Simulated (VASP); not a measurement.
Input:

```yaml
crystal:
  lattice:
    - [0.00000, 3.05964, 3.05964]
    - [3.05964, 0.00000, 3.05964]
    - [3.05964, 3.05964, 0.00000]
  atoms:
    - { symbol: K, position: [0.00000, 0.00000, 0.00000] }
    - { symbol: Cl, position: [0.50000, 0.50000, 0.50000] }
```

All values below come from optB88-vdW, VASP's PBE PAW potentials (set 64) (plane waves; VASP 6.6.1). Settings: 520 eV cut-off, 7×7×7 Γ-centred mesh, Gaussian smearing of 0.050 eV, potentials K_sv Cl.

Question: Give the stress tensor in GPa (positive for a compressed cell).

Answer: 
```
1.50  0.00  0.00
0.00  1.50  0.00
0.00  0.00  1.50
```
The pressure is its mean diagonal, 1.50 GPa.

The compound is KCl in the rock salt structure. This cell is one point of a volume scan, at 0.94 of the reference volume.
